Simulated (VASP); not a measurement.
A run of VASP 6.6.1:

INCAR

```
SYSTEM = LuPW
  ALGO = Normal
  EDIFF = 1E-7
  ENCUT = 520
  GGA_COMPAT = .FALSE.
  ISIF = 2
  ISMEAR = -5
  LASPH = .TRUE.
  LCHARG = .FALSE.
  LMAXMIX = 4
  LMIXTAU = .TRUE.
  LORBIT = 10
  LREAL = .FALSE.
  LSORBIT = .TRUE.
  LWAVE = .FALSE.
  MAGMOM = 0 0 0 0 0 0 0 0 0
  METAGGA = R2SCAN
  NEDOS = 1001
  NELM = 80
  PREC = Accurate
  SIGMA = 0.05
```

KPOINTS

```
k-points
0
G
  6 6 5
  0 0 0
```

File POSCAR:

```
LuPW
1.0
    4.1313400000      0.0000000000      0.0000000000
   -2.0656700000      3.5778400000      0.0000000000
    0.0000000000      0.0000000000      3.8626800000
Lu P W
1 1 1
Cartesian
    2.0656906567      1.1926014072      0.0000000000
    0.0000000000      0.0000000000      1.9313400000
   -0.0000206567      2.3852385928      1.9313400000
```

Potentials or basis: VASP PAW PBE potentials, release 64 (Lu_3, P, W_sv), 4f in core.

Launch:

```bash
$ cat potpaw_PBE.64/Lu_3/POTCAR potpaw_PBE.64/P/POTCAR potpaw_PBE.64/W_sv/POTCAR > POTCAR
$ mpirun -np 1 vasp_ncl > vasp.out
```

Hardware: 1 thread of Intel(R) Xeon(R) Platinum 8488C (Sapphire Rapids), on a shared host.

Question: How long does it take, and how much memory?

Answer: It took 26 min on 1 thread of Intel(R) Xeon(R) Platinum 8488C (Sapphire Rapids) (shared host), peak memory 0.5 GiB. Counts: scf iterations 23, k points 63.
